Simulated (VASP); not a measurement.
Level of theory: PBEsol GGA, VASP's PBE PAW potentials (set 64) (plane waves; VASP 6.6.1).

A VASP calculation is set up with these files.

**INCAR**
```
# general
SYSTEM  = NiAl
PREC    = Accurate
ENCUT   = 480   # plane-wave cut-off (eV)
LREAL   = .False.
LASPH   = .True.   # aspherical one-centre terms

# electronic loop
EDIFF   = 1E-6
NELM    = 100
ALGO    = Normal
LMAXMIX = 4

# smearing
ISMEAR  = 1   # Methfessel-Paxton
SIGMA   = 0.1

# functional
GGA     = PS   # PBEsol

# ions
IBRION  = 2
NSW     = 60
ISIF    = 3   # ions, shape and volume
EDIFFG  = -0.01

# output
LWAVE   = .False.
LCHARG  = .False.
```

**POSCAR**
```
NiAl
1.0
  2.8643679015   0.0000000000   0.0000000000
  0.0000000000   2.8643679015   0.0000000000
  0.0000000000   0.0000000000   2.8643679015
Al Ni
1 1
Cart
  1.4321839508   1.4321839508   1.4321839508
  0.0000000000   0.0000000000   0.0000000000
```

### KPOINTS
```
kpoints
0
Gamma
11 11 11
0 0 0
```

POTCAR, in this order: Al Ni (PBE.64 set). Program: vasp_std.

The run wrote:

OUTCAR:
```
 ion  position               nearest neighbor table
   1  0.500  0.500  0.500-   2 2.48   2 2.48   2 2.48   2 2.48   2 2.48   2 2.48   2 2.48   2 2.48
  LATTYP: Found a simple cubic cell.
 ALAT       =     2.8643679015
 Subroutine PRICEL returns:
 Original cell was already a primitive cell.
 Subroutine GETGRP returns: Found 48 space group operations
The static configuration has the point symmetry O_h .
The dynamic configuration has the point symmetry O_h .
 Subroutine INISYM returns: Found 48 space group operations
 Subroutine IBZKPT returns following result:
 Found     56 irreducible k-points:

 Following reciprocal coordinates:
            Coordinates               Weight
  0.000000  0.000000  0.000000      1.000000
  0.090909  0.000000  0.000000      6.000000
  0.181818  0.000000  0.000000      6.000000
  0.272727  0.000000  0.000000      6.000000
  0.363636  0.000000  0.000000      6.000000
  0.454545  0.000000  0.000000      6.000000
  0.090909  0.090909  0.000000     12.000000
  0.181818  0.090909  0.000000     24.000000
  0.272727  0.090909  0.000000     24.000000
  0.363636  0.090909  0.000000     24.000000
  0.454545  0.090909  0.000000     24.000000
  0.181818  0.181818  0.000000     12.000000
  0.272727  0.181818  0.000000     24.000000
  0.363636  0.181818  0.000000     24.000000
  0.454545  0.181818  0.000000     24.000000
  0.272727  0.272727  0.000000     12.000000
  0.363636  0.272727  0.000000     24.000000
  0.454545  0.272727  0.000000     24.000000
  0.363636  0.363636  0.000000     12.000000
  0.454545  0.363636  0.000000     24.000000
  0.454545  0.454545  0.000000     12.000000
  0.090909  0.090909  0.090909      8.000000
  0.181818  0.090909  0.090909     24.000000
  0.272727  0.090909  0.090909     24.000000
  0.363636  0.090909  0.090909     24.000000
...
```

**OSZICAR**
```
       N       E                     dE             d eps       ncg     rms          rms(c)
DAV:   1     0.356751723532E+02    0.35675E+02   -0.54054E+03  1152   0.127E+03
DAV:   2    -0.120684439647E+02   -0.47744E+02   -0.45082E+02  1140   0.199E+02
DAV:   3    -0.132049016584E+02   -0.11365E+01   -0.11276E+01  1302   0.401E+01
DAV:   4    -0.132238727389E+02   -0.18971E-01   -0.18965E-01  1304   0.472E+00
DAV:   5    -0.132244161158E+02   -0.54338E-03   -0.54337E-03  1282   0.811E-01    0.128E+01
DAV:   6    -0.151954062990E+02   -0.19710E+01   -0.64682E+01  1252   0.139E+02    0.161E+01
DAV:   7    -0.116068302379E+02    0.35886E+01   -0.18005E+01  1238   0.824E+01    0.120E+00
DAV:   8    -0.115962688751E+02    0.10561E-01   -0.46827E-01  1386   0.880E+00    0.103E+00
DAV:   9    -0.115816828526E+02    0.14586E-01   -0.56981E-02  1300   0.387E+00    0.220E-01
DAV:  10    -0.115811152216E+02    0.56763E-03   -0.25601E-03  1266   0.833E-01    0.781E-02
DAV:  11    -0.115811154922E+02   -0.27064E-06   -0.71429E-05  1308   0.866E-02    0.330E-02
DAV:  12    -0.115811137340E+02    0.17582E-05   -0.53332E-06  1218   0.411E-02    0.430E-03
DAV:  13    -0.115811133358E+02    0.39824E-06   -0.40238E-07   572   0.871E-03
   1 F= -.11581113E+02 E0= -.11580894E+02  d E =-.115811E+02
```

### OUTCAR
```
------------------------ aborting loop because EDIFF is reached ----------------------------------------
  FORCE on cell =-STRESS in cart. coord.  units (eV):
  Direction    XX          YY          ZZ          XY          YZ          ZX
  --------------------------------------------------------------------------------------
  Total        0.0022867      0.0022867      0.0022867      0.0000000      0.0000000     -0.0000000
  in kB        0.1558953      0.1558953      0.1558953      0.0000000      0.0000000     -0.0000000
  external PRESSURE =       0.1558953 kB  Pullay stress =       0.0000000 kB
  volume of cell :       23.50
      direct lattice vectors                 reciprocal lattice vectors
     2.864367902  0.000000000  0.000000000     0.349117165  0.000000000  0.000000000
     0.000000000  2.864367902  0.000000000     0.000000000  0.349117165  0.000000000
     0.000000000  0.000000000  2.864367902     0.000000000  0.000000000  0.349117165
 POSITION                                       TOTAL-FORCE (eV/Angst)
 -----------------------------------------------------------------------------------
      1.43218      1.43218      1.43218         0.000000      0.000000      0.000000
      0.00000      0.00000      0.00000         0.000000      0.000000      0.000000
 -----------------------------------------------------------------------------------
    total drift:                               -0.000000      0.000000     -0.000000
  FREE ENERGIE OF THE ION-ELECTRON SYSTEM (eV)
  ---------------------------------------------------
  free  energy   TOTEN  =       -11.5811133358 eV

  energy  without entropy=      -11.5804541548  energy(sigma->0) =      -11.58089361

 reached required accuracy - stopping structural energy minimisation
```
(Selected blocks of OUTCAR.)

The compound is NiAl in the CsCl type structure. It was relaxed first. The start is the result of an earlier pass. The run is not spin-polarised, so no magnetic state was tried. The electron count is odd and the run is not spin-polarised, which forces a metal.
